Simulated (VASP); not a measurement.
# TePt2Se (P-6m2) in VASP: notebook

The runs below take TePt2Se through relaxation of cell and atoms, single point, with PBE.

Everything below comes from runs of VASP 6.6.1. Logs are shortened: lines on timing, memory, paths and dates and some standing lists are left out, and cuts for length are marked.

### Step 1. The structure

The structure is hexagonal, space group P-6m2 (No. 187). The conventional cell has a = 3.999 Å, b = 3.999 Å, c = 5.298 Å, α = 90.00°, β = 90.00°, γ = 120.00°. Te (site symmetry -6m2) is surrounded by 6 Pt at 2.66 Å. Pt (site symmetry 3m) has 2 Pt at 2.65 Å and 3 Te at 2.66 Å and 3 Se at 2.66 Å as nearest neighbours. Se (site symmetry -6m2) is surrounded by 6 Pt at 2.66 Å.

The cell comes from a database or a generator and needn't be the stable form of this composition.

### Step 2. Relaxation of cell and atoms, PBE

INCAR

```
PREC = Accurate
ENCUT = 600
EDIFF = 1E-7
ISMEAR = 0
SIGMA = 0.1
LREAL = F
LASPH = T
NELM = 100
ALGO = Fast
ISIF = 3
LWAVE = F
LCHARG = F
GGA = PE
IBRION = 2
NSW = 100
EDIFFG = -0.05
```

KPOINTS

```
regular mesh
0
Gamma
  6 6 4
```

POSCAR

```
TePt2Se
1.0
    3.9993047224      0.0000000000      0.0000000000
   -1.9996523612      3.4634994871      0.0000000000
    0.0000000000      0.0000000000      5.2980332075
Te Pt Se
1 2 1
Direct
    0.3333333333      0.6666666667      0.5000000000
    0.6666666667      0.3333333333      0.7500000000
    0.6666666667      0.3333333333      0.2500000000
    0.0000000000      0.0000000000      0.0000000000
```

Potentials or basis: VASP PAW PBE potentials, release 64 (Te, Pt, Se).

Run with:

```bash
> cat potpaw_PBE.64/Te/POTCAR potpaw_PBE.64/Pt/POTCAR potpaw_PBE.64/Se/POTCAR > POTCAR
> mpirun -np 1 vasp_std > vasp.out
```

OUTCAR:

```text
PREC = Accurate
   ENCUT = 600
   EDIFF = 1E-7
   ISMEAR = 0
   LREAL = F
   LASPH = T
   NELM = 100
   ISIF = 3
   GGA = PE
   IBRION = 2
   NSW = 100
   EDIFFG = -0.05

 ion  position               nearest neighbor table
   1  0.333  0.667  0.500-   2 2.66   3 2.66   2 2.66   3 2.66   2 2.66   3 2.66
   2  0.667  0.333  0.750-   3 2.65   3 2.65   4 2.66   1 2.66   1 2.66   4 2.66   4 2.66   1 2.66

   3  0.667  0.333  0.250-   2 2.65   2 2.65   4 2.66   1 2.66   1 2.66   4 2.66   4 2.66   1 2.66

   4  0.000  0.000  0.000-   2 2.66   3 2.66   2 2.66   3 2.66   2 2.66   3 2.66

  LATTYP: Found a hexagonal cell.
 ALAT       =     3.9993047224
 C/A-ratio  =     1.3247385671

  Lattice vectors:

 A1 = (   3.9993047224,   0.0000000000,   0.0000000000)
 A2 = (  -1.9996523612,   3.4634994871,   0.0000000000)
 A3 = (   0.0000000000,   0.0000000000,   5.2980332075)

Analysis of symmetry for initial positions (statically):
=====================================================================
 Subroutine PRICEL returns:
 Original cell was already a primitive cell.

 Routine SETGRP: Setting up the symmetry group for a
 hexagonal supercell.

 Subroutine GETGRP returns: Found 12 space group operations
 (whereof 12 operations were pure point group operations)
 out of a pool of 24 trial point group operations.

The static configuration has the point symmetry D_3h.

Analysis of symmetry for dynamics (positions and initial velocities):
=====================================================================
 Subroutine PRICEL returns:
 Original cell was already a primitive cell.

 Routine SETGRP: Setting up the symmetry group for a
 hexagonal supercell.

 Subroutine GETGRP returns: Found 12 space group operations
 (whereof 12 operations were pure point group operations)
 out of a pool of 24 trial point group operations.

The dynamic configuration has the point symmetry D_3h.

 Subroutine INISYM returns: Found 12 space group operations
 (whereof 12 operations are pure point group operations),
 and found     1 'primitive' translations

----------------------------------------------------------------------------------------

                                     Primitive cell

  volume of cell :      73.3862

  direct lattice vectors                    reciprocal lattice vectors
     3.999304722  0.000000000  0.000000000     0.250043462  0.144362660  0.000000000
    -1.999652361  3.463499487  0.000000000     0.000000000  0.288725321  0.000000000
     0.000000000  0.000000000  5.298033207     0.000000000  0.000000000  0.188749289

  length of vectors
     3.999304722  3.999304722  5.298033207     0.288725321  0.288725321  0.188749289

  position of ions in fractional coordinates (direct lattice)
     0.333333333  0.666666667  0.500000000
     0.666666667  0.333333333  0.750000000
     0.666666667  0.333333333  0.250000000
     0.000000000  0.000000000  0.000000000

  ion indices of the primitive-cell ions
   primitive index   ion index
                 1           1
                 2           2
                 3           3
                 4           4

----------------------------------------------------------------------------------------

 KPOINTS: regular mesh

Automatic generation of k-mesh.
 Grid dimensions read from file:
 generate k-points for:    6    6    4

 Generating k-lattice:

  Cartesian coordinates                     Fractional coordinates (reciprocal lattice)
     0.041673910  0.024060443  0.000000000     0.166666667 -0.000000000  0.000000000
     0.000000000  0.048120887  0.000000000     0.000000000  0.166666667  0.000000000
     0.000000000  0.000000000  0.047187322     0.000000000  0.000000000  0.250000000

  Length of vectors
     0.048120887  0.048120887  0.047187322

  Shift w.r.t. Gamma in fractional coordinates (k-lattice)
     0.000000000  0.000000000  0.000000000

 Subroutine IBZKPT returns following result:
 ===========================================

 Found     21 irreducible k-points:

 Following reciprocal coordinates:
            Coordinates               Weight
  0.000000  0.000000  0.000000      1.000000
  0.166667  0.000000  0.000000      6.000000
  0.333333 -0.000000  0.000000      6.000000
  0.500000  0.000000  0.000000      3.000000
  0.166667  0.166667  0.000000      6.000000
  0.333333  0.166667  0.000000     12.000000
[... 13 lines left out ...]
  0.333333  0.166667  0.500000     12.000000
  0.333333  0.333333  0.500000      2.000000
   k-points           NKPTS =     21   k-points in BZ     NKDIM =     21   number of bands    NBANDS=     20
   number of dos      NEDOS =    301   number of ions     NIONS =      4
   total plane-waves  NPLWV =  43008
   dimension x,y,z NGX =    32 NGY =   32 NGZ =   42
   dimension x,y,z NGXF=    64 NGYF=   64 NGZF=   84
   ions per type =               1   2   1
   NGX,Y,Z   is equivalent  to a cutoff of  13.30, 13.30, 13.18 a.u.
   NGXF,Y,Z  is equivalent  to a cutoff of  26.60, 26.60, 26.36 a.u.
 SYSTEM =  unknown system
   PREC   = accura    normal or accurate (medium, high low for compatibility)
   ISTART =      0    job   : 0-new  1-cont  2-samecut
   ICHARG =      2    charge: 1-file 2-atom 10-const
   ISPIN  =      1    spin polarized calculation?
   LNONCOLLINEAR =      F non collinear calculations
   LSORBIT =      F    spin-orbit coupling
   LASPH  =      T    aspherical Exc in radial PAW
   ENCUT  =  600.0 eV  44.10 Ry    6.64 a.u.   7.99  7.99 10.58*2*pi/ulx,y,z
   NELM   =    100;   NELMIN=  2; NELMDL= -5     # of ELM steps
   EDIFF  = 0.1E-06   stopping-criterion for ELM
   LREAL  =      F    real-space projection
   EDIFFG = -.5E-01   stopping-criterion for IOM
   NSW    =    100    number of steps for IOM
   IBRION =      2    ionic relax: 0-MD 1-quasi-New 2-CG
   NFREE  =      1    steps in history (QN), initial steepest desc. (CG)
   ISIF   =      3    stress and relaxation
   ISYM   =      2    0-nonsym 1-usesym 2-fastsym
   POTIM  = 0.5000    time-step for ionic-motion
   TEBEG  =    0.0;   TEEND  =   0.0 temperature during run
   PSTRESS=    0.0 pullay stress
   NELECT =      32.0000    total number of electrons
   NUPDOWN=      -1.0000    fix difference up-down
   EMIN   =  10.00;   EMAX   =-10.00  energy-range for DOS
   EFERMI =   0.00;   METHOD = LEGACY
[... 15 lines left out ...]
   LRPA    =     F    only Hartree local field effects (RPA)
 conjugate gradient relaxation of ions
 non-spin polarized calculation
 RMM-DIIS sequential band-by-band and
 Gauss-broadening in eV      SIGMA  =   0.10
  energy-cutoff  :      600.00
  volume of cell :       73.39
 maximum number of plane-waves:      2466
 NGX is ok and might be reduce to    32
   NGX = 15   NGY = 15   NGZ = 21

--------------------------------------- Ionic step        1  -------------------------------------------

 number of electron      31.9999999 magnetization

 Free energy of the ion-electron system (eV)
  ---------------------------------------------------
  ext. energy  EPLUGINS =         0.00000000
  ---------------------------------------------------
  free energy    TOTEN  =       -18.80615830 eV

  energy without entropy =      -18.79487522  energy(sigma->0) =      -18.80051676

 E-fermi :  10.0913     XC(G=0): -11.7466

 val. band max:       10.0475880744   @ k =   0.3333  -0.0000   0.5000
 cond. band min:      10.1290739447   @ k =   0.3333   0.1667   0.2500
 fundamental gap:      0.0814858702
 Fermi energy:        10.0912996962

 k-point     1 :       0.0000    0.0000    0.0000
  band No.  band energies     occupation
      1      -5.4404      2.00000
      2      -2.4364      2.00000
      3       2.1205      2.00000
      4       3.1270      2.00000
      5       3.1270      2.00000
      6       3.7500      2.00000
[... 12 lines left out ...]
     19      12.7390      0.00000
     20      12.7391      0.00000

 k-point     2 :       0.1667    0.0000    0.0000
  band No.  band energies     occupation
      1      -5.1710      2.00000
      2      -2.5869      2.00000
      3       2.5275      2.00000
      4       3.2218      2.00000
      5       3.4313      2.00000
      6       3.6550      2.00000
[... 12 lines left out ...]
     19      12.9123      0.00000
     20      14.0000      0.00000
[... 592 lines left out ...]
  FORCE on cell =-STRESS in cart. coord.  units (eV):
  Direction    XX          YY          ZZ          XY          YZ          ZX
  --------------------------------------------------------------------------------------
  -------------------------------------------------------------------------------------
  Total       -0.1101395     -0.1101395      0.2708173      0.0000000      0.0000000      0.0000000
  in kB       -2.1295035     -2.1295035      5.2361446      0.0000000      0.0000000      0.0000000
  external PRESSURE =       0.3257125 kB  Pullay stress =       0.0000000 kB

 VOLUME and BASIS-vectors are now :
 -----------------------------------------------------------------------------
  energy-cutoff  :      600.00
  volume of cell :       82.87
      direct lattice vectors                 reciprocal lattice vectors
     4.149950955  0.000000000  0.000000000     0.240966703  0.139122191 -0.000000000
    -2.074975478  3.593962952  0.000000000     0.000000000  0.278244382 -0.000000000
     0.000000000  0.000000000  5.555955984     0.000000000  0.000000000  0.179987027

 POSITION                                       TOTAL-FORCE (eV/Angst)
 -----------------------------------------------------------------------------------
     -0.00000      2.39598      2.77798         0.000000     -0.000000     -0.000000
      2.07498      1.19799      4.18499        -0.000000      0.000000      0.115540
      2.07498      1.19799      1.37096        -0.000000     -0.000000     -0.115540
     -0.00000      0.00000      0.00000         0.000000      0.000000     -0.000000
 -----------------------------------------------------------------------------------
    total drift:                               -0.000000      0.000000      0.000000

  FREE ENERGIE OF THE ION-ELECTRON SYSTEM (eV)
  ---------------------------------------------------
  free  energy   TOTEN  =       -19.3901567254 eV

  energy  without entropy=      -19.3791075423  energy(sigma->0) =      -19.38463213

--------------------------------------- Ionic step        6  -------------------------------------------

 number of electron      31.9999998 magnetization

 Free energy of the ion-electron system (eV)
  ---------------------------------------------------
  ext. energy  EPLUGINS =         0.00000000
  ---------------------------------------------------
  free energy    TOTEN  =       -19.39142509 eV

  energy without entropy =      -19.38045958  energy(sigma->0) =      -19.38594234

 E-fermi :   8.1155     XC(G=0): -11.1273

 val. band max:        8.0144415848   @ k =   0.3333  -0.0000   0.5000
 cond. band min:       8.1407067030   @ k =   0.3333   0.1667   0.2500
 fundamental gap:      0.1262651182
 Fermi energy:         8.1154748436

 k-point     1 :       0.0000    0.0000    0.0000
  band No.  band energies     occupation
      1      -6.3408      2.00000
      2      -3.9260      2.00000
      3       1.2295      2.00000
      4       2.2609      2.00000
      5       2.2609      2.00000
      6       2.9142      2.00000
[... 12 lines left out ...]
     19      10.4022      0.00000
     20      10.5588      0.00000

 k-point     2 :       0.1667    0.0000    0.0000
  band No.  band energies     occupation
      1      -6.1338      2.00000
      2      -3.9909      2.00000
      3       1.5938      2.00000
      4       2.3421      2.00000
      5       2.5124      2.00000
      6       2.7174      2.00000
[... 12 lines left out ...]
     19      10.7045      0.00000
     20      11.8051      0.00000
[... 440 lines left out ...]
  FORCE on cell =-STRESS in cart. coord.  units (eV):
  Direction    XX          YY          ZZ          XY          YZ          ZX
  --------------------------------------------------------------------------------------
  -------------------------------------------------------------------------------------
  Total        0.0253157      0.0253157      0.1688001      0.0000000      0.0000000      0.0000000
  in kB        0.4900855      0.4900855      3.2677949      0.0000000      0.0000000      0.0000000
  external PRESSURE =       1.4159886 kB  Pullay stress =       0.0000000 kB

 VOLUME and BASIS-vectors are now :
 -----------------------------------------------------------------------------
  energy-cutoff  :      600.00
  volume of cell :       82.76
      direct lattice vectors                 reciprocal lattice vectors
     4.142905738  0.000000000  0.000000000     0.241376479  0.139358775  0.000000000
    -2.071452869  3.587861615 -0.000000000     0.000000000  0.278717550 -0.000000000
    -0.000000000  0.000000000  5.567852737     0.000000000  0.000000000  0.179602451

 POSITION                                       TOTAL-FORCE (eV/Angst)
 -----------------------------------------------------------------------------------
     -0.00000      2.39191      2.78393        -0.000000      0.000000      0.000000
      2.07145      1.19595      4.19861        -0.000000      0.000000      0.024243
      2.07145      1.19595      1.36924         0.000000     -0.000000     -0.024243
     -0.00000      0.00000      5.56785        -0.000000      0.000000      0.000000
 -----------------------------------------------------------------------------------
    total drift:                               -0.000000      0.000000      0.000000

  FREE ENERGIE OF THE ION-ELECTRON SYSTEM (eV)
  ---------------------------------------------------
  free  energy   TOTEN  =       -19.3914250945 eV

  energy  without entropy=      -19.3804595810  energy(sigma->0) =      -19.38594234

 reached required accuracy - stopping structural energy minimisation
```

It took 3.4 min on 1 thread of Intel Xeon Platinum 8259CL at 2.50GHz (Skylake/Cascade Lake), shared host; peak memory 0.23 GiB.

What came out:

```yaml
Free_energy: -19.3914 eV
Relaxed_volume: 20.69 Å³/atom
Relaxed_cell: a = 4.143 Å, b = 4.143 Å, c = 5.568 Å, α = 90.00°, β = 90.00°, γ = 120.00°
Space_group_after_relaxing_to_0.05_Å: P-6m2 (No. 187)
Energy_gained_by_relaxing: 146.3 meV/atom
Ionic_steps: 6
Pressure_after_relaxing: 0.1 GPa
Largest_force_after_relaxing: 0.024 eV/Å
Band_gap_on_the_k_mesh: none (metal or under the smearing width)
```

Forces in eV/Å, atoms in the order of the input:
```
Te   0.000  0.000  0.000
Pt   0.000  0.000  0.024
Pt   0.000  0.000 -0.024
Se   0.000  0.000  0.000
```

The path:
```tsv
step	energy change (eV)	largest force (eV/Å)	pressure (GPa)	volume (Å³)
1	0.0000	0.8335	21.37	73.39
2	0.6210	0.1579	-15.50	102.54
3	-0.5819	0.0877	-1.11	83.61
4	-0.5839	0.1079	-0.28	83.07
5	-0.5840	0.1155	0.03	82.87
6	-0.5853	0.0242	0.14	82.76
```

Final structure:
```
CELL_PARAMETERS angstrom
4.14291 0.00000 0.00000
-2.07145 3.58786 0.00000
0.00000 0.00000 5.56785
ATOMIC_POSITIONS crystal
Te 0.33333 0.66667 0.50000
Pt 0.66667 0.33333 0.75408
Pt 0.66667 0.33333 0.24592
Se 0.00000 0.00000 0.00000
```

Levels at points of the mesh, in eV from the Fermi level:
| k point | band 13 | band 14 | band 15 | band 16 | band 17 | band 18 | band 19 | band 20 |
| --- | --- | --- | --- | --- | --- | --- | --- | --- |
| (0.00, 0.00, 0.00) | -1.64 | -1.64 | -0.24 | 0.81 | 0.98 | 2.29 | 2.29 | 2.44 |
| (0.50, 0.00, 0.00) | -2.11 | -1.82 | -1.64 | -1.55 | 1.52 | 2.31 | 3.73 | 4.14 |
| (0.00, 0.00, 0.50) | -2.87 | -2.23 | 0.53 | 0.53 | 1.44 | 1.44 | 3.99 | 4.05 |
| (0.50, 0.00, 0.50) | -2.56 | -2.49 | -0.51 | 0.13 | 0.31 | 0.52 | 2.27 | 2.85 |

Caveat: the relaxation stopped at a loose force limit of 0.05 eV/Å, so its end isn't a converged minimum.

### Step 3. Single point, PBE

INCAR

```
SYSTEM = TePt2Se
PREC = Accurate
ENCUT = 520
EDIFF = 1E-6
ISMEAR = 0
SIGMA = 0.1
LREAL = .False.
LASPH = .True.
NELM = 100
ALGO = Fast
ISIF = 2
LWAVE = .False.
LCHARG = .False.
GGA = PE
NBANDS = 24
```

KPOINTS

```
Automatic mesh
0
Gamma
  6 6 4
  0 0 0
```

POSCAR is that of step 2.

Potentials or basis: VASP PAW PBE potentials, release 64 (Te, Pt, Se).

Run with:

```bash
> cat potpaw_PBE.64/Te/POTCAR potpaw_PBE.64/Pt/POTCAR potpaw_PBE.64/Se/POTCAR > POTCAR
> mpirun -np 1 vasp_std > vasp.out
```

Run time: 40 s. Hardware: 1 thread of Intel Xeon Platinum 8259CL at 2.50GHz (Skylake/Cascade Lake), shared host; peak memory 0.2 GiB.

It converged, with:

```
Free energy            : -18.8058 eV
Pressure               : 21.3 GPa
Largest force          : 0.834 eV/Å
Band gap on the k mesh : none (metal or under the smearing width)
```

Forces in eV/Å, atoms in the order of the input:
```
Te   0.000  0.000  0.000
Pt   0.000  0.000  0.834
Pt   0.000  0.000 -0.834
Se   0.000  0.000  0.000
```

Stress tensor (GPa, compression positive):
```
19.45  0.00  0.00
 0.00 19.45  0.00
 0.00  0.00 25.13
```

Levels at points of the mesh, in eV from the Fermi level:
```csv
k point,band 13,band 14,band 15,band 16,band 17,band 18,band 19,band 20
"(0.00, 0.00, 0.00)",-1.93,-1.93,-0.30,1.17,1.27,2.52,2.65,2.65
"(0.50, 0.00, 0.00)",-2.59,-2.16,-1.93,-1.63,1.85,2.68,3.74,4.34
"(0.00, 0.00, 0.50)",-3.11,-2.64,0.54,0.54,1.72,1.72,4.59,4.68
"(0.50, 0.00, 0.50)",-3.16,-3.15,-0.68,-0.09,0.36,0.75,2.53,3.00
```

Caveat: so large a pressure means that the cell lies far from this level's equilibrium, or that cutoff or potentials fall short. Spin-orbit coupling is left out, which matters for the levels of Pt, Te.

### Step 4. Single point, PBE (cell and atoms relaxed tightly for response)

INCAR

```
ALGO = Fast
EDIFF = 1E-6
ENCUT = 520
GGA = PE
ISIF = 2
ISMEAR = -1
LASPH = T
LCHARG = F
LREAL = F
LWAVE = F
NBANDS = 24
NELM = 100
PREC = Accurate
SIGMA = 0.15
```

KPOINTS

```
k-points
0
Gamma
  12 12 8
```

POSCAR

```
TePt2Se
1.0
    4.1461447976      0.0000000000      0.0000000000
   -2.0730723988      3.5906667225      0.0000000000
    0.0000000000      0.0000000000      5.5863289791
Te Pt Se
1 2 1
Direct
    0.3333333333      0.6666666667      0.5000000000
    0.6666666667      0.3333333333      0.7535466878
    0.6666666667      0.3333333333      0.2464533122
    0.0000000000      0.0000000000      0.0000000000
```

Run with:

```bash
> cat potpaw_PBE.64/Te/POTCAR potpaw_PBE.64/Pt/POTCAR potpaw_PBE.64/Se/POTCAR > POTCAR
> mpirun -np 1 vasp_std > vasp.out
```

It took 2.7 min on 1 thread of Intel Xeon Platinum 8259CL at 2.50GHz (Skylake/Cascade Lake), shared host; peak memory 0.34 GiB.

The run converged. Its results:

- Free energy: -19.4449 eV
- Pressure: -0.2 GPa
- Largest force: 0.011 eV/Å
- Band gap on the k mesh: none (metal or under the smearing width)

Forces in eV/Å, atoms in the order of the input:
```
Te   0.000  0.000  0.000
Pt   0.000  0.000 -0.011
Pt   0.000  0.000  0.011
Se   0.000  0.000  0.000
```

Levels at points of the mesh, in eV from the Fermi level:
| k point | band 13 | band 14 | band 15 | band 16 | band 17 | band 18 | band 19 | band 20 |
| --- | --- | --- | --- | --- | --- | --- | --- | --- |
| (0.00, 0.00, 0.00) | -1.71 | -1.71 | -0.31 | 0.71 | 0.90 | 2.22 | 2.22 | 2.39 |
| (0.50, 0.00, 0.00) | -2.17 | -1.89 | -1.71 | -1.61 | 1.43 | 2.24 | 3.67 | 4.07 |
| (0.00, 0.00, 0.50) | -2.90 | -2.30 | 0.46 | 0.46 | 1.38 | 1.38 | 3.90 | 3.97 |
| (0.50, 0.00, 0.50) | -2.61 | -2.54 | -0.56 | 0.07 | 0.24 | 0.45 | 2.20 | 2.77 |

### Step 5. Overview

```csv
task,cell,k mesh,cutoff (eV),smearing,gap on the mesh (eV),pressure (GPa),largest force (eV/Å)
relaxation of cell and atoms,relaxed,6 × 6 × 4,600,gaussian 0.1 eV,none,0.1,0.02
single point,as given,6 × 6 × 4,520,gaussian 0.1 eV,none,21.3,0.83
single point,cell and atoms relaxed tightly for response,12 × 12 × 8,520,fermi-dirac 0.15 eV,none,-0.2,0.01
```

Alike in all rows: level PBE; potentials or basis VASP PAW PBE potentials, release 64 (Te, Pt, Se); no spin polarisation.

Caveats: the relaxation stopped at a loose force limit of 0.05 eV/Å, so its end isn't a converged minimum (some runs); so large a pressure means that the cell lies far from this level's equilibrium, or that cutoff or potentials fall short (some runs).

Absolute energies hang on the potentials; compare differences alone.
